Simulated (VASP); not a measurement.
Output of a VASP run:

File OSZICAR:
```
       N       E                     dE             d eps       ncg     rms          rms(c)
DAV:   1     0.614051789855E+03    0.61405E+03   -0.26595E+04  7200   0.177E+03
DAV:   2     0.800323299371E+01   -0.60605E+03   -0.56846E+03  7872   0.524E+02
DAV:   3    -0.645431973585E+02   -0.72546E+02   -0.71082E+02  8576   0.174E+02
DAV:   4    -0.664652511137E+02   -0.19221E+01   -0.18613E+01  8524   0.282E+01
DAV:   5    -0.665107999687E+02   -0.45549E-01   -0.45327E-01  9160   0.441E+00    0.395E+01
DAV:   6    -0.596434097062E+02    0.68674E+01   -0.16990E+02  8474   0.102E+02    0.430E+01
DAV:   7    -0.530794772413E+02    0.65639E+01   -0.11631E+02  8822   0.105E+02    0.181E+01
DAV:   8    -0.508269030308E+02    0.22526E+01   -0.80168E+00  8068   0.243E+01    0.735E+00
DAV:   9    -0.503166008303E+02    0.51030E+00   -0.22547E+00  9604   0.126E+01    0.247E+00
DAV:  10    -0.503424907018E+02   -0.25890E-01   -0.17404E-01  8004   0.347E+00    0.137E+00
DAV:  11    -0.503422860035E+02    0.20470E-03   -0.42548E-02  9148   0.196E+00    0.595E-01
DAV:  12    -0.503418815301E+02    0.40447E-03   -0.44218E-03  9232   0.512E-01    0.316E-01
DAV:  13    -0.503413862778E+02    0.49525E-03   -0.20377E-03  9284   0.441E-01    0.120E-01
DAV:  14    -0.503413886768E+02   -0.23990E-05   -0.24827E-04  9222   0.123E-01    0.674E-02
DAV:  15    -0.503413841604E+02    0.45164E-05   -0.71992E-05  8686   0.746E-02    0.364E-02
DAV:  16    -0.503413805982E+02    0.35622E-05   -0.27173E-05  9784   0.470E-02    0.934E-03
DAV:  17    -0.503413805817E+02    0.16484E-07   -0.15336E-06  7890   0.857E-03    0.506E-03
DAV:  18    -0.503413805897E+02   -0.79644E-08   -0.48096E-07  7884   0.653E-03
   1 F= -.51314205E+02 E0= -.51314242E+02  d E =-.513142E+02  mag=     4.0000
       N       E                     dE             d eps       ncg     rms          rms(c)
DAV:   1    -0.503452464795E+02   -0.38659E-02   -0.58879E-01  7200   0.546E+00    0.510E-01
DAV:   2    -0.503439326049E+02    0.13139E-02   -0.18615E-02  8848   0.112E+00    0.382E-01
DAV:   3    -0.503431713610E+02    0.76124E-03   -0.31442E-03  9646   0.563E-01    0.249E-01
DAV:   4    -0.503427584051E+02    0.41296E-03   -0.20512E-03 10322   0.396E-01    0.191E-01
DAV:   5    -0.503427449183E+02    0.13487E-04   -0.23227E-04  9122   0.143E-01    0.105E-01
DAV:   6    -0.503427329725E+02    0.11946E-04   -0.27618E-05 10206   0.445E-02    0.834E-02
DAV:   7    -0.503427308688E+02    0.21037E-05   -0.15258E-05 10564   0.291E-02    0.169E-02
DAV:   8    -0.503427310656E+02   -0.19682E-06   -0.10802E-06  8828   0.758E-03    0.550E-03
DAV:   9    -0.503427311374E+02   -0.71748E-07   -0.12786E-07  4666   0.289E-03
   2 F= -.51315791E+02 E0= -.51315842E+02  d E =-.158636E-02  mag=     4.0000
       N       E                     dE             d eps       ncg     rms          rms(c)
DAV:   1    -0.503428805819E+02   -0.14952E-03   -0.32807E-02  7200   0.129E+00    0.121E-01
DAV:   2    -0.503428045712E+02    0.76011E-04   -0.10406E-03  8870   0.267E-01    0.914E-02
DAV:   3    -0.503427628795E+02    0.41692E-04   -0.17940E-04  9696   0.134E-01    0.590E-02
DAV:   4    -0.503427395261E+02    0.23353E-04   -0.11490E-04 10312   0.935E-02    0.456E-02
DAV:   5    -0.503427388172E+02    0.70897E-06   -0.13100E-05  9126   0.339E-02    0.250E-02
DAV:   6    -0.503427381665E+02    0.65064E-06   -0.15825E-06 10216   0.107E-02    0.200E-02
DAV:   7    -0.503427380884E+02    0.78066E-07   -0.85742E-07  9398   0.694E-03
   3 F= -.51315856E+02 E0= -.51315914E+02  d E =-.165068E-02  mag=     4.0000
```

OUTCAR:
```
------------------------ aborting loop because EDIFF is reached ----------------------------------------
 Edisp (eV)   -0.97312
  FORCE on cell =-STRESS in cart. coord.  units (eV):
  Direction    XX          YY          ZZ          XY          YZ          ZX
  --------------------------------------------------------------------------------------
  Total      -2.37815    -2.37815    -2.40512     0.00000     0.00000     0.00000
  in kB     -64.65366   -64.65366   -65.38691     0.00000     0.00000     0.00000
  external pressure =      -64.90 kB  Pullay stress =        0.00 kB
  volume of cell :       58.93
      direct lattice vectors                 reciprocal lattice vectors
     4.481267341  0.000000000  0.000000000     0.223151159 -0.000000000  0.000000000
     0.000000000  4.481267341  0.000000000     0.000000000  0.223151159  0.000000000
     0.000000000  0.000000000  2.934639979     0.000000000  0.000000000  0.340757301
 POSITION                                       TOTAL-FORCE (eV/Angst)
 -----------------------------------------------------------------------------------
      0.00000      0.00000      0.00000         0.000000      0.000000     -0.000000
      2.24063      2.24063      1.46732         0.000000      0.000000     -0.000000
      1.36247      1.36247      0.00000        -0.003015     -0.003015     -0.000000
      3.60311      0.87816      1.46732        -0.003015      0.003015     -0.000000
      0.87816      3.60311      1.46732         0.003015     -0.003015     -0.000000
      3.11880      3.11880      0.00000         0.003015      0.003015      0.000000
 -----------------------------------------------------------------------------------
    total drift:                                0.000000      0.000000      0.000000
  FREE ENERGIE OF THE ION-ELECTRON SYSTEM (eV)
  ---------------------------------------------------
  free  energy   TOTEN  =       -51.3158557139 eV

  energy  without entropy=      -51.3160306990  energy(sigma->0) =      -51.31591404

 total charge

# of ion       s       p       d       tot
------------------------------------------
    1        0.354   6.436   3.989  10.780
    2        0.354   6.436   3.989  10.780
    3        1.571   3.446   0.000   5.017
    4        1.571   3.446   0.000   5.017
    5        1.571   3.446   0.000   5.017
    6        1.571   3.446   0.000   5.017
--------------------------------------------------
tot          6.991  26.657   7.978  41.627

 magnetization (x)

# of ion       s       p       d       tot
------------------------------------------
    1        0.024   0.031   2.068   2.123
    2        0.024   0.031   2.068   2.123
    3       -0.003  -0.083   0.000  -0.086
    4       -0.003  -0.083   0.000  -0.086
    5       -0.003  -0.083   0.000  -0.086
    6       -0.003  -0.083   0.000  -0.086
--------------------------------------------------
tot          0.037  -0.271   4.136   3.903

 reached required accuracy - stopping structural energy minimisation
```
(Selected blocks of OUTCAR.)

**POSCAR**
```
CrO2
1
    4.4736057520     0.0000000000     0.0000000000
    0.0000000000     4.4736057520     0.0000000000
    0.0000000000     0.0000000000     2.9447004355
Cr O
2 4
Direct
  1.0000000000   0.0000000000   0.0000000000
  0.5000000000   0.5000000000   0.5000000000
  0.3032932125   0.3032932125   0.0000000000
  0.8032932125   0.1967067875   0.5000000000
  0.1967067875   0.8032932125   0.5000000000
  0.6967067875   0.6967067875   0.0000000000
```

Problem. Write an INCAR and KPOINTS that could have produced this output.

Solution. One answer among several that fit: the input of the run itself, PBE GGA with D3 dispersion (zero damping), plane waves, VASP's PBE PAW potentials (set 64).

File KPOINTS:
```
K-points
0
gamma
 7 7 10
```

**INCAR**
```
ALGO  =  Normal
EDIFF  =  1E-7
EDIFFG  =  -0.01
ENCUT  =  520
GGA  =  PE
IBRION  =  2
ISIF  =  4
ISMEAR  =  1
ISPIN  =  2
IVDW  =  11
LASPH  =  .TRUE.
LCHARG  =  .FALSE.
LMAXMIX  =  4
LORBIT  =  10
LREAL  =  .FALSE.
LWAVE  =  .FALSE.
MAGMOM  =  2.1 2.1 -0.1 -0.1 -0.1 -0.1
NELM  =  100
NSW  =  30
PREC  =  Accurate
SIGMA  =  0.1
SYSTEM  =  CrO2
```

POTCAR, in this order: Cr_pv O (PBE.64 set). Program: vasp_std.

The compound is CrO2 in the rutile structure. This cell is one point of a volume scan, at 1.03 of the reference volume. Symmetry was kept, so distortions that lower it aren't found.
